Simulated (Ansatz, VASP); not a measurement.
# CuSb2 in two plane-wave programs, part 2 of 2

One calculation is typed for both programs; each brings its own data sets. How far apart do they land? The cell is generated by rule, not measured, and may not be a known phase. The cell is taken from a series of runs on this material, whose earlier steps may have relaxed, scaled, displaced or heated it; both programs get it as it stands.

VASP 6.6.1 and Ansatz 0.2.0.

So far: Starting point; Ansatz: relaxation of cell and atoms, PBEsol; VASP: relaxation of cell and atoms, PBEsol; Differences.

The structure was built from a prototype and need not be the compound's stable phase.

## Step 5: Ansatz: zone-centre phonons, PBEsol

Level of this step: Ansatz beside VASP: Kohn-Sham DFT, plane waves, PBEsol (Ansatz).

Second derivatives magnify differences that forces hide, and they need a tight electronic threshold.

The cell is taken from a series of runs on this material, whose earlier steps may have relaxed, scaled, displaced or heated it; both programs get it as it stands.

The input, input.yaml:

```yaml
crystal:
  lattice:
    - [0.0, 3.249515603, 3.249515603]
    - [3.249515603, 0.0, 3.249515603]
    - [3.249515603, 3.249515603, 0.0]
  atoms:
    - { symbol: Sb, position: [0.25, 0.25, 0.25] }
    - { symbol: Sb, position: [0.75, 0.75, 0.75] }
    - { symbol: Cu, position: [0.0, 0.0, 0.0] }
kpoints:
  mp_grid: { grid: [10, 10, 10] }
hamiltonian:
  xc: pbesol
scf:
  occupations: { method: methfessel_paxton, width: 0.15 }
output:
  eigenvalues: true
phonons:
  method: dfpt
```

Started as:

```bash
$ ansatz run input.yaml --threads 4 --pin off --max-ram 7168MiB --backend cpu --events-out ev --progress --plain --runs-dir out
```

Numbers of over 12 decimals in the logs are rounded to 6 here.

Log:

```text
zone centre: on kpoints.mp_grid the ground state, and the responses unless they are solved on pairs of k-points, stand on 102 of the mesh's 1000 k-points, reduced under 8 symmetry operations, with k and −k counted as one. Each operation leaves every solved displacement unchanged or reverses it
[...]
Crystal: 3 atoms, lattice volume = 68.626 Å³
[...]
k mesh reduced under 8 symmetry operations, with k and −k counted as one. Each operation leaves every solved displacement unchanged or reverses it
  ASR residual: 1.025e-4 → 0.000e0 eV/Å²; symmetrization residual: 3.803e-6 eV/Å²
  ASR residual per site (eV/Å²): 1.96e-5 1.96e-5 1.03e-4
  Γ frequencies (cm⁻¹): 0.00 0.00 0.00 105.40 105.40 105.40 118.22 118.22 118.22
  non-analytic LO–TO correction: not included (Born effective charges unavailable; polar crystals: no LO–TO splitting at Γ)
[key lines of the parts left out:]
SCF converged after 9 iterations
Free energy (F): -19404.535714 eV
Fermi energy:    11.977554 eV
```

## Step 6: VASP: zone-centre phonons, PBEsol

The same cell, functional, mesh and smearing now go to VASP, with its own data sets.

The input, INCAR:

```
SYSTEM = CuSb2
PREC = Accurate
ENCUT = 600
EDIFF = 1E-08
NELM = 120
ISMEAR = 1
SIGMA = 0.15
LREAL = .FALSE.
ALGO = Normal
GGA = PS
NBANDS = 16
LASPH = .TRUE.
LORBIT = 11
LWAVE = .FALSE.
LCHARG = .FALSE.
ISIF = 2
IBRION = 8
GGA_COMPAT = .FALSE.
KPAR = 2
```

The input, POSCAR:

```
CuSb2
1.0
    0.0000000000      3.2495156030      3.2495156030
    3.2495156030      0.0000000000      3.2495156030
    3.2495156030      3.2495156030      0.0000000000
Sb Cu
2 1
Direct
    0.2500000000      0.2500000000      0.2500000000
    0.7500000000      0.7500000000      0.7500000000
    0.0000000000      0.0000000000      0.0000000000
```

The input, KPOINTS:

```
Automatic mesh
0
Gamma
10 10 10
0 0 0
```

The projector-augmented-wave data sets are Sb and Cu (PBE family, release 64).

Started as:

```bash
$ mpirun -np 2 vasp_std
```

Log:

```text
[banner, memory and clock lines left out]
running    2 mpi-ranks, on    1 nodes
[...]
[... a notice as in an earlier step ...]

 LDA part: xc-table for (Slater+PW92), standard interpolation
 POSCAR, INCAR and KPOINTS ok, starting setup
[...]
entering main loop
       N       E                     dE             d eps       ncg     rms          rms(c)
DAV:   1     0.114367802705E+03    0.11437E+03   -0.90961E+03  1504   0.141E+03
DAV:   2    -0.782342536591E+01   -0.12219E+03   -0.11815E+03  1672   0.265E+02
DAV:   3    -0.142124621499E+02   -0.63890E+01   -0.62550E+01  1952   0.655E+01
DAV:   4    -0.143666433877E+02   -0.15418E+00   -0.15397E+00  1792   0.967E+00
[...]
DAV:  19    -0.130434483456E+02   -0.32753E-07   -0.12923E-08  1104   0.370E-03    0.158E-04
DAV:  20    -0.130434483682E+02   -0.22595E-07   -0.44629E-09   984   0.857E-04    0.264E-04
DAV:  21    -0.130434483623E+02    0.58881E-08   -0.21616E-09   896   0.986E-04
   1 F= -.13043448E+02 E0= -.13044489E+02  d E =0.312223E-02
[...]
RMM:  11    -0.251069102948E-01    0.16571E-07    0.26137E-08  9359   0.997E-05    0.529E-06
RMM:  12    -0.251068992723E-01    0.11022E-07   -0.13366E-10  9283   0.284E-05    0.155E-06
RMM:  13    -0.251069022260E-01   -0.29537E-08   -0.21893E-10  9318   0.895E-06    0.116E-06
 first order change of Fermi-energy   0.16841E-04
 force on displaced ion       1 direction 1 :  -3.786  -0.000  -0.000
 Linear response progress:
  Degree of freedom:   2/  2
       N       E                     dE             d eps       ncg     rms          rms(c)
RMM:   1    -0.245331544303E+00   -0.24533E+00   -0.12685E-01  5065   0.382E+00
RMM:   2    -0.243667466943E+00    0.16641E-02   -0.46607E-03  4433   0.983E-01    0.989E-02
RMM:   3    -0.243897282389E+00   -0.22982E-03   -0.80368E-04  4943   0.224E-01    0.614E-02
RMM:   4    -0.244157284773E+00   -0.26000E-03   -0.25610E-04  4875   0.124E-01    0.121E-02
[...]
RMM:  13    -0.244084714450E+00    0.11673E-07    0.25817E-12  5418   0.129E-05    0.197E-06
RMM:  14    -0.244084733895E+00   -0.19445E-07   -0.80324E-12  5104   0.910E-06    0.361E-07
RMM:  15    -0.244084736050E+00   -0.21542E-08   -0.73674E-13  4578   0.363E-06    0.409E-07
 first order change of Fermi-energy  -0.34955E-03
 force on displaced ion       3 direction 1 :  -2.112   0.000   0.000
 Linear response finished
```

Parts of OUTCAR (step 6):

```text
  Total        0.0739336      0.0739336      0.0739336      0.0000000      0.0000000      0.0000000
  in kB        1.7261018      1.7261018      1.7261018      0.0000000      0.0000000      0.0000000
  external PRESSURE =       1.7261018 kB  Pullay stress =       0.0000000 kB

 POSITION                                       TOTAL-FORCE (eV/Angst)
 -----------------------------------------------------------------------------------
      1.62476      1.62476      1.62476        -0.000000     -0.000000     -0.000000
      4.87427      4.87427      4.87427         0.000000      0.000000      0.000000
      0.00000      0.00000      0.00000         0.000000     -0.000000      0.000000
 -----------------------------------------------------------------------------------
    total drift:                               -0.000000      0.000000      0.000000

[... 1 part as in an earlier step ...]

[... 1 further part left out ...]
```

## Step 7: Differences

What differs besides the data sets and the points named for the pairs above, as far as they apply: the data sets hold 49 valence electrons in Ansatz (on its default PAW (the set named soft_2) files) and 21 in VASP. Total energies have different zeros and are not compared.

Compared:

| quantity | Ansatz | VASP | difference |
| --- | --- | --- | --- |
| optical mode 1 to 3 (cm⁻¹) | 105.4 | 106.7 | -1.22 % |
| optical mode 4 to 6 (cm⁻¹) | 118.2 | 120.7 | -2.05 % |

Modes are paired by rising frequency, not by their patterns, so a pair may set unlike modes beside each other; they are those without the splitting of longitudinal modes.

## Step 8: Outcome

| Quantity | Value |
| --- | --- |
| difference in volume (relaxation of cell and atoms, PBEsol) | -0.22 % |
| r.m.s. difference of the optical zone-centre modes, each program's sorted by frequency (zone-centre phonons, PBEsol) | 2.0 cm⁻¹ |
| difference in optical mode 4 to 6 (zone-centre phonons, PBEsol) | -2.1 % |

The difference in volume is -0.22 % (relaxation of cell and atoms, PBEsol), within the 1.2 % picked in this series as the mark of a large difference, as far as the stopping tolerances let one tell. The data sets hold unlike numbers of valence electrons (49 in Ansatz and 21 in VASP), so part of the differences comes from the potentials. Among the rows given in per cent, the largest difference of the zone-centre phonons, PBEsol pair is in optical mode 4 to 6, -2.1 %. 1 further run of this series is not shown here. How closely two codes agree says nothing of how well the functional describes the real material.

[Lines on the potential files, build, host, timing and source positions are cut from VASP's logs without a mark.]

[Logs are printed without paths, hosts, clocks, repeated set-up lines and the standing remarks that a program may print on its own settings, such as how far it seeks lower states.]

[Hosts, paths, dates, database ids (printed as entryN), source tags and the programs' standing remarks are cut or masked in the printed files.]
